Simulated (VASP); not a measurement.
Given:

```xyz
4
Lattice="2.2775 -3.9311 0.0000 2.2775 3.9311 0.0000 0.0000 0.0000 4.6720" Properties=species:S:1:pos:R:3 pbc="T T T"
Ga     2.2775     2.7078     4.2937
Ga     2.2775     1.2233     1.9578
Ga     2.2775    -1.2233     2.7142
Ga     2.2775    -2.7078     0.3782
```

Method: revPBE GGA, VASP's PBE PAW potentials (set 64) (plane waves; VASP). Numerical set-up: 520 eV cut-off, 9×9×8 Γ-centred mesh, tetrahedra with Blöchl corrections, potentials Ga_d.

Question: Estimate the energy per atom (σ→0), band gap (on the k-mesh) with the smallest direct gap where there is one.

Answer: 
| Property | Value |
|---|---|
| band gap (on the k-mesh) | none (metal, semimetal or under 0.01 eV) |
| energy per atom (σ→0) | -2.610 eV/atom |

Total energies compare only between runs with the same potentials, cut-off and functional.

The compound is Ga in the alpha structure. It was relaxed first, which changed the volume by +7 %.
